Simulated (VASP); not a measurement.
# ZnB (Pm-3m) in VASP: settings compared

The runs below take ZnB through band structure, with PBEsol, RPBE, revPBE, BLYP.

Everything below comes from runs of VASP 6.6.1. Logs are shortened: lines on timing, memory, paths and dates and some standing lists are left out, and cuts for length are marked.

## 1. The crystal as given

It takes space group Pm-3m (No. 221, cubic). Conventional cell: a = 2.807 Å, b = 2.807 Å, c = 2.807 Å, α = 90.00°, β = 90.00°, γ = 90.00°. Zn (site symmetry m-3m) has 8 B at 2.43 Å as nearest neighbours. B (site symmetry m-3m) is surrounded by 8 Zn at 2.43 Å.

The cell was built by a generator and needn't be a form met in nature.

## 2. Band structure, PBEsol

INCAR reads:

```
SYSTEM = ZnB
ALGO = Fast
EDIFF = 1E-6
ENCUT = 520
GGA = PS
ISIF = 2
ISMEAR = -1
LASPH = .True.
LCHARG = .False.
LREAL = .False.
LWAVE = .False.
NBANDS = 14
NELM = 60
PREC = Accurate
SIGMA = 0.05
```

KPOINTS reads:

```
k-points
0
Gamma
  9 9 9
  0 0 0
```

POSCAR reads:

```
ZnB
1.0
    2.8073700000      0.0000000000      0.0000000000
    0.0000000000      2.8073700000      0.0000000000
    0.0000000000      0.0000000000      2.8073700000
Zn B
1 1
Direct
    0.0000000000      0.0000000000      0.0000000000
    0.5000000000      0.5000000000      0.5000000000
```

KPOINTS_OPT reads:

```
path GXMGRX,MR
15
line-mode
reciprocal
 0.0000000000  0.0000000000  0.0000000000  G
 0.0000000000  0.5000000000  0.0000000000  X

 0.0000000000  0.5000000000  0.0000000000  X
 0.5000000000  0.5000000000  0.0000000000  M

 0.5000000000  0.5000000000  0.0000000000  M
 0.0000000000  0.0000000000  0.0000000000  G

 0.0000000000  0.0000000000  0.0000000000  G
 0.5000000000  0.5000000000  0.5000000000  R

 0.5000000000  0.5000000000  0.5000000000  R
 0.0000000000  0.5000000000  0.0000000000  X

 0.5000000000  0.5000000000  0.0000000000  M
 0.5000000000  0.5000000000  0.5000000000  R
```

Potentials or basis: VASP PAW PBE potentials, release 64 (Zn, B).

The run is started by

```console
> cat potpaw_PBE.64/Zn/POTCAR potpaw_PBE.64/B/POTCAR > POTCAR
> mpirun -np 1 vasp_std > vasp.out
```

OUTCAR:

```text
SYSTEM = ZnB
   EDIFF = 1E-6
   ENCUT = 520
   GGA = PS
   ISIF = 2
   ISMEAR = -1
   LASPH = .True.
   LREAL = .False.
   NELM = 60
   PREC = Accurate

 ion  position               nearest neighbor table
   1  0.000  0.000  0.000-   2 2.43   2 2.43   2 2.43   2 2.43   2 2.43   2 2.43   2 2.43   2 2.43

   2  0.500  0.500  0.500-   1 2.43   1 2.43   1 2.43   1 2.43   1 2.43   1 2.43   1 2.43   1 2.43

  LATTYP: Found a simple cubic cell.
 ALAT       =     2.8073700000

  Lattice vectors:

 A1 = (   2.8073700000,   0.0000000000,   0.0000000000)
 A2 = (   0.0000000000,   2.8073700000,   0.0000000000)
 A3 = (   0.0000000000,   0.0000000000,   2.8073700000)

Analysis of symmetry for initial positions (statically):
=====================================================================
 Subroutine PRICEL returns:
 Original cell was already a primitive cell.

 Routine SETGRP: Setting up the symmetry group for a
 simple cubic supercell.

 Subroutine GETGRP returns: Found 48 space group operations
 (whereof 48 operations were pure point group operations)
 out of a pool of 48 trial point group operations.

The static configuration has the point symmetry O_h .

Analysis of symmetry for dynamics (positions and initial velocities):
=====================================================================
 Subroutine PRICEL returns:
 Original cell was already a primitive cell.

 Routine SETGRP: Setting up the symmetry group for a
 simple cubic supercell.

 Subroutine GETGRP returns: Found 48 space group operations
 (whereof 48 operations were pure point group operations)
 out of a pool of 48 trial point group operations.

The dynamic configuration has the point symmetry O_h .

 Subroutine INISYM returns: Found 48 space group operations
 (whereof 48 operations are pure point group operations),
 and found     1 'primitive' translations

----------------------------------------------------------------------------------------

                                     Primitive cell

  volume of cell :      22.1258

  direct lattice vectors                    reciprocal lattice vectors
     2.807370000  0.000000000  0.000000000     0.356205274  0.000000000  0.000000000
     0.000000000  2.807370000  0.000000000     0.000000000  0.356205274  0.000000000
     0.000000000  0.000000000  2.807370000     0.000000000  0.000000000  0.356205274

  length of vectors
     2.807370000  2.807370000  2.807370000     0.356205274  0.356205274  0.356205274

  position of ions in fractional coordinates (direct lattice)
     0.000000000  0.000000000  0.000000000
     0.500000000  0.500000000  0.500000000
[... 85 lines left out ...]
   POTIM  = 0.5000    time-step for ionic-motion
   TEBEG  =    0.0;   TEEND  =   0.0 temperature during run
   PSTRESS=    0.0 pullay stress
   NELECT =      15.0000    total number of electrons
   NUPDOWN=      -1.0000    fix difference up-down
   EMIN   =  10.00;   EMAX   =-10.00  energy-range for DOS
   EFERMI =   0.00;   METHOD = LEGACY
   ISMEAR =    -1;   SIGMA  =   0.05  broadening in eV -4-tet -1-fermi 0-gaus
   EFERMI_NEDOS =   21; number of points for ismear=-14 and -15
   IALGO  =     68    algorithm
   IMIX   =      4    mixing-type and parameters
     AMIX     =   0.40;   BMIX     =  1.00
     AMIX_MAG =   1.60;   BMIX_MAG =  1.00
  volume/ion in A,a.u.               =      11.06        74.66
  Fermi-wavevector in a.u.,A,eV,Ry     =   1.438155  2.717718 28.140778  2.068289
  Thomas-Fermi vector in A             =   2.557153
   LORBIT       =      0    0 simple, 1 ext, 2 COOP (PROOUT), +10 PAW based schemes
   GGA     = PS    functional components
   LHFCALC =     F    Hartree Fock is set to
   AEXX    =    0.0000 exact exchange contribution
   IVDW    =     0    specifies the selected vdW correction
   LEPSILON=     F    determine dielectric tensor
   LRPA    =     F    only Hartree local field effects (RPA)
 non-spin polarized calculation
 RMM-DIIS sequential band-by-band and
  energy-cutoff  :      520.00
  volume of cell :       22.13
 maximum number of plane-waves:       619
 NGX is ok and might be reduce to    24
   NGX = 11   NGY = 11   NGZ = 11

 number of electron      15.0000019 magnetization

 Free energy of the ion-electron system (eV)
  ---------------------------------------------------
  ext. energy  EPLUGINS =         0.00000000
  ---------------------------------------------------
  free energy    TOTEN  =        -6.22165460 eV

  energy without entropy =       -6.21319439  energy(sigma->0) =       -6.21742450

 E-fermi :   4.6773     XC(G=0): -12.0278

 val. band max:        4.6579650848   @ k =   0.4444   0.4444   0.0000
 cond. band min:       4.7519501854   @ k =   0.2222   0.2222   0.2222
 fundamental gap:      0.0939851006
 Fermi energy:         4.6772570395

 k-point     1 :       0.0000    0.0000    0.0000
  band No.  band energies     occupation
      1      -8.2016      2.00000
      2      -3.5640      2.00000
      3      -3.5640      2.00000
      4      -2.7231      2.00000
      5      -2.7231      2.00000
      6      -2.7231      2.00000
      7       6.4558      0.00000
      8       6.4558      0.00000
      9       6.4558      0.00000
     10      11.7875      0.00000
     11      14.3032      0.00000
     12      14.3032      0.00000
     13      21.9051      0.00000
     14      21.9051      0.00000
[... 377 lines left out ...]
      1      -4.3882      2.00000
      2      -3.4072      2.00000
      3      -3.1437      2.00000
      4      -3.0536      2.00000
      5      -2.7504      2.00000
      6      -1.5921      2.00000
      7       0.0509      2.00000
      8       3.6395      2.00000
      9       6.8097      0.00000
     10       8.5328      0.00000
     11      14.2381      0.00000
     12      15.5533      0.00000
     13      19.3613      0.00000
     14      21.7487      0.00000

 [... further k-points ...]
[... 5 lines left out ...]
  --------------------------------------------------------------------------------------
  -------------------------------------------------------------------------------------
  Total       -0.5895531     -0.5895531     -0.5895531      0.0000000      0.0000000      0.0000000
  in kB      -42.6908219    -42.6908219    -42.6908219      0.0000000      0.0000000      0.0000000
  external PRESSURE =     -42.6908219 kB  Pullay stress =       0.0000000 kB

 VOLUME and BASIS-vectors are now :
 -----------------------------------------------------------------------------
  energy-cutoff  :      520.00
  volume of cell :       22.13
      direct lattice vectors                 reciprocal lattice vectors
     2.807370000  0.000000000  0.000000000     0.356205274  0.000000000  0.000000000
     0.000000000  2.807370000  0.000000000     0.000000000  0.356205274  0.000000000
     0.000000000  0.000000000  2.807370000     0.000000000  0.000000000  0.356205274

 POSITION                                       TOTAL-FORCE (eV/Angst)
 -----------------------------------------------------------------------------------
      0.00000      0.00000      0.00000         0.000000      0.000000      0.000000
      1.40369      1.40369      1.40369         0.000000      0.000000      0.000000
 -----------------------------------------------------------------------------------
    total drift:                                0.000000      0.000000      0.000000

  FREE ENERGIE OF THE ION-ELECTRON SYSTEM (eV)
  ---------------------------------------------------
  free  energy   TOTEN  =        -6.2216546026 eV

  energy  without entropy=       -6.2131943908  energy(sigma->0) =       -6.21742450
```

OSZICAR:

```text
N       E                     dE             d eps       ncg     rms          rms(c)
DAV:   1     0.557522555524E+02    0.55752E+02   -0.74816E+03   986   0.146E+03
DAV:   2    -0.443316835002E+01   -0.60185E+02   -0.54718E+02  1082   0.241E+02
DAV:   3    -0.672440679714E+01   -0.22912E+01   -0.22674E+01  1142   0.468E+01
[... 22 lines left out ...]
DAV:   4    -0.101325242963E+04   -0.24628E+00     1148
DAV:   5    -0.101325274202E+04   -0.31239E-03     1112
DAV:   6    -0.101325274286E+04   -0.84105E-06      908
       N       E                     dE             ncg
DAV:   1     0.119776664993E+05   -0.13537E+05      568
DAV:   2     0.109113653535E+05   -0.10663E+04      602
DAV:   3     0.108704737677E+05   -0.40892E+02      674
DAV:   4     0.108703360054E+05   -0.13776E+00      632
DAV:   5     0.108703358569E+05   -0.14852E-03      638
DAV:   6     0.108703358566E+05   -0.29435E-06      508
```

It took 7.3 s on 1 thread of Intel Xeon 6975P-C (Granite Rapids), shared host; peak memory 0.14 GiB.

Results:

```
Free energy             : -6.2217 eV
Pressure                : -4.3 GPa
Band gap along the path : none (metal or under the smearing width)
```

Levels at the corners of the path, in eV from the Fermi level:
```csv
point,band 6,band 7,band 8,band 9,band 10,band 11
Γ,-7.40,1.78,1.78,1.78,7.11,9.63
X,-7.37,-6.15,4.31,4.31,9.72,10.08
X,-7.37,-6.15,4.31,4.31,9.72,10.08
M,-4.67,-4.67,-3.03,-0.68,4.87,12.15
M,-4.67,-4.67,-3.03,-0.68,4.87,12.15
Γ,-7.40,1.78,1.78,1.78,7.11,9.63
Γ,-7.40,1.78,1.78,1.78,7.11,9.63
R,-1.79,-0.01,-0.01,-0.01,2.19,2.19
R,-1.79,-0.01,-0.01,-0.01,2.19,2.19
X,-7.37,-6.15,4.31,4.31,9.72,10.08
M,-4.67,-4.67,-3.03,-0.68,4.87,12.15
R,-1.79,-0.01,-0.01,-0.01,2.19,2.19
```

Caveat: the PAW data sets were made with another functional, which shifts forces and pressure a little.

## 3. Band structure, RPBE

INCAR, as its differences from that of step 2:

```diff
@@ -4,3 +4,3 @@
 ENCUT = 520
-GGA = PS
+GGA = RP
 ISIF = 2
```

KPOINTS is that of step 2.

POSCAR is that of step 2.

KPOINTS_OPT is that of step 2.

Potentials or basis: VASP PAW PBE potentials, release 64 (Zn, B).

The run is started by

```console
> cat potpaw_PBE.64/Zn/POTCAR potpaw_PBE.64/B/POTCAR > POTCAR
> mpirun -np 1 vasp_std > vasp.out
```

OUTCAR:

```text
SYSTEM = ZnB
   EDIFF = 1E-6
   ENCUT = 520
   GGA = RP
   ISIF = 2
   ISMEAR = -1
   LASPH = .True.
   LREAL = .False.
   NELM = 60
   PREC = Accurate

 ion  position               nearest neighbor table
   1  0.000  0.000  0.000-   2 2.43   2 2.43   2 2.43   2 2.43   2 2.43   2 2.43   2 2.43   2 2.43

   2  0.500  0.500  0.500-   1 2.43   1 2.43   1 2.43   1 2.43   1 2.43   1 2.43   1 2.43   1 2.43

  LATTYP: Found a simple cubic cell.
 ALAT       =     2.8073700000

  Lattice vectors:

[... 597 lines left out ...]
------------------------ aborting loop because EDIFF is reached ----------------------------------------

  FORCE on cell =-STRESS in cart. coord.  units (eV):
  Direction    XX          YY          ZZ          XY          YZ          ZX
  --------------------------------------------------------------------------------------
  -------------------------------------------------------------------------------------
  Total        0.5324574      0.5324574      0.5324574      0.0000000      0.0000000      0.0000000
  in kB       38.5563993     38.5563993     38.5563993      0.0000000      0.0000000      0.0000000
  external PRESSURE =      38.5563993 kB  Pullay stress =       0.0000000 kB

 VOLUME and BASIS-vectors are now :
 -----------------------------------------------------------------------------
  energy-cutoff  :      520.00
  volume of cell :       22.13
      direct lattice vectors                 reciprocal lattice vectors
     2.807370000  0.000000000  0.000000000     0.356205274  0.000000000  0.000000000
     0.000000000  2.807370000  0.000000000     0.000000000  0.356205274  0.000000000
     0.000000000  0.000000000  2.807370000     0.000000000  0.000000000  0.356205274

 POSITION                                       TOTAL-FORCE (eV/Angst)
 -----------------------------------------------------------------------------------
      0.00000      0.00000      0.00000         0.000000      0.000000      0.000000
      1.40369      1.40369      1.40369         0.000000      0.000000      0.000000
 -----------------------------------------------------------------------------------
    total drift:                                0.000000      0.000000      0.000000

  FREE ENERGIE OF THE ION-ELECTRON SYSTEM (eV)
  ---------------------------------------------------
  free  energy   TOTEN  =        -4.7364739310 eV

  energy  without entropy=       -4.7292659422  energy(sigma->0) =       -4.73286994
```

OSZICAR:

```text
N       E                     dE             d eps       ncg     rms          rms(c)
DAV:   1     0.573040071520E+02    0.57304E+02   -0.74915E+03   986   0.146E+03
DAV:   2    -0.293592896630E+01   -0.60240E+02   -0.54703E+02  1082   0.241E+02
DAV:   3    -0.521014062938E+01   -0.22742E+01   -0.22516E+01  1136   0.465E+01
[... 22 lines left out ...]
DAV:   4    -0.902961144027E+03   -0.23777E+00     1136
DAV:   5    -0.902961448767E+03   -0.30474E-03     1124
DAV:   6    -0.902961449588E+03   -0.82130E-06      902
       N       E                     dE             ncg
DAV:   1     0.120399218133E+05   -0.13475E+05      568
DAV:   2     0.109726882205E+05   -0.10672E+04      602
DAV:   3     0.109325706741E+05   -0.40118E+02      674
DAV:   4     0.109324397677E+05   -0.13091E+00      644
DAV:   5     0.109324396240E+05   -0.14369E-03      638
DAV:   6     0.109324396237E+05   -0.29141E-06      508
```

Wall time 7.6 s (1 thread of Intel Xeon 6975P-C (Granite Rapids), shared host); peak memory 0.14 GiB.

What came out:

```
Free energy             : -4.7365 eV
Pressure                : 3.9 GPa
Band gap along the path : none (metal or under the smearing width)
```

Levels at the corners of the path, in eV from the Fermi level:
| point | band 6 | band 7 | band 8 | band 9 | band 10 | band 11 |
| --- | --- | --- | --- | --- | --- | --- |
| Γ | -7.40 | 1.80 | 1.80 | 1.80 | 7.15 | 9.60 |
| X | -7.37 | -6.14 | 4.31 | 4.31 | 9.84 | 10.12 |
| X | -7.37 | -6.14 | 4.31 | 4.31 | 9.84 | 10.12 |
| M | -4.66 | -4.66 | -3.13 | -0.55 | 4.88 | 12.27 |
| M | -4.66 | -4.66 | -3.13 | -0.55 | 4.88 | 12.27 |
| Γ | -7.40 | 1.80 | 1.80 | 1.80 | 7.15 | 9.60 |
| Γ | -7.40 | 1.80 | 1.80 | 1.80 | 7.15 | 9.60 |
| R | -1.92 | -0.04 | -0.04 | -0.04 | 2.28 | 2.28 |
| R | -1.92 | -0.04 | -0.04 | -0.04 | 2.28 | 2.28 |
| X | -7.37 | -6.14 | 4.31 | 4.31 | 9.84 | 10.12 |
| M | -4.66 | -4.66 | -3.13 | -0.55 | 4.88 | 12.27 |
| R | -1.92 | -0.04 | -0.04 | -0.04 | 2.28 | 2.28 |

Caveat: the PAW data sets were made with another functional, which shifts forces and pressure a little.

## 4. Band structure, revPBE

INCAR, as its differences from that of step 3:

```diff
@@ -4,3 +4,3 @@
 ENCUT = 520
-GGA = RP
+GGA = RE
 ISIF = 2
```

KPOINTS is that of step 3.

POSCAR is that of step 3.

KPOINTS_OPT is that of step 3.

The run is started by

```console
> cat potpaw_PBE.64/Zn/POTCAR potpaw_PBE.64/B/POTCAR > POTCAR
> mpirun -np 1 vasp_std > vasp.out
```

Run time: 7.6 s. Hardware: 1 thread of Intel Xeon 6975P-C (Granite Rapids), shared host; peak memory 0.15 GiB.

The run converged. Its results:

| Quantity | Value |
| --- | --- |
| Free energy | -4.8691 eV |
| Pressure | 3.0 GPa |
| Band gap along the path | none (metal or under the smearing width) |

Levels at the corners of the path, in eV from the Fermi level:
```tsv
point	band 5	band 6	band 7	band 8	band 9	band 10	band 11	band 12
Γ	-7.41	-7.41	1.80	1.80	1.80	7.13	9.62	9.62
X	-7.77	-7.38	-6.14	4.31	4.31	9.82	10.11	11.25
X	-7.77	-7.38	-6.14	4.31	4.31	9.82	10.11	11.25
M	-7.15	-4.65	-4.65	-3.12	-0.57	4.88	12.25	12.25
M	-7.15	-4.65	-4.65	-3.12	-0.57	4.88	12.25	12.25
Γ	-7.41	-7.41	1.80	1.80	1.80	7.13	9.62	9.62
Γ	-7.41	-7.41	1.80	1.80	1.80	7.13	9.62	9.62
R	-7.14	-1.91	-0.03	-0.03	-0.03	2.27	2.27	2.27
R	-7.14	-1.91	-0.03	-0.03	-0.03	2.27	2.27	2.27
X	-7.77	-7.38	-6.14	4.31	4.31	9.82	10.11	11.25
M	-7.15	-4.65	-4.65	-3.12	-0.57	4.88	12.25	12.25
R	-7.14	-1.91	-0.03	-0.03	-0.03	2.27	2.27	2.27
```

Caveat: the PAW data sets were made with another functional, which shifts forces and pressure a little.

## 5. Band structure, BLYP

INCAR, as its differences from that of step 4:

```diff
@@ -1,2 +1,6 @@
 SYSTEM = ZnB
+AGGAC = 1.0
+AGGAX = 1.0
+ALDAC = 0.0
+ALDAX = 1.0
 ALGO = Fast
@@ -4,3 +8,3 @@
 ENCUT = 520
-GGA = RE
+GGA = B5
 ISIF = 2
```

KPOINTS is that of step 4.

POSCAR is that of step 4.

KPOINTS_OPT is that of step 4.

The run is started by

```console
> cat potpaw_PBE.64/Zn/POTCAR potpaw_PBE.64/B/POTCAR > POTCAR
> mpirun -np 1 vasp_std > vasp.out
```

Run time: 11 s. Hardware: 1 thread of Intel Xeon 6975P-C (Granite Rapids), shared host; peak memory 0.15 GiB.

It converged, with:

```yaml
Free_energy: -3.7600 eV
Pressure: 8.5 GPa
Band_gap_along_the_path: none (metal or under the smearing width)
```

Levels at the corners of the path, in eV from the Fermi level:
```
point  band 4  band 5  band 6  band 7  band 8  band 9  band 10  band 11
    Γ   -7.56   -7.56   -7.56    1.74    1.74    1.74     6.85    10.13
    X   -7.92   -7.92   -7.53   -6.20    4.16    4.16     9.47    10.08
    X   -7.92   -7.92   -7.53   -6.20    4.16    4.16     9.47    10.08
    M   -7.79   -7.31   -4.46   -4.46   -3.12   -0.60     4.67    12.14
    M   -7.79   -7.31   -4.46   -4.46   -3.12   -0.60     4.67    12.14
    Γ   -7.56   -7.56   -7.56    1.74    1.74    1.74     6.85    10.13
    Γ   -7.56   -7.56   -7.56    1.74    1.74    1.74     6.85    10.13
    R   -7.30   -7.30   -1.96    0.04    0.04    0.04     2.49     2.49
    R   -7.30   -7.30   -1.96    0.04    0.04    0.04     2.49     2.49
    X   -7.92   -7.92   -7.53   -6.20    4.16    4.16     9.47    10.08
    M   -7.79   -7.31   -4.46   -4.46   -3.12   -0.60     4.67    12.14
    R   -7.30   -7.30   -1.96    0.04    0.04    0.04     2.49     2.49
```

Caveat: the PAW data sets were made with another functional, which shifts forces and pressure a little.

## 6. Summary

| level | pressure (GPa) |
| --- | --- |
| PBEsol | -4.3 |
| RPBE | 3.9 |
| revPBE | 3.0 |
| BLYP | 8.5 |

Alike in all rows: task band structure; potentials or basis VASP PAW PBE potentials, release 64 (Zn, B); no spin polarisation; cell as given; k mesh 9 × 9 × 9; cutoff (eV) 520; smearing fermi-dirac 0.05 eV.

The pressure there spans -4.3 GPa (PBEsol) to 8.5 GPa (BLYP); a positive pressure means that this level wants a larger cell, a negative one a smaller.

Caveats: the PAW data sets were made with another functional, which shifts forces and pressure a little.

Absolute energies hang on the potentials; compare differences alone.
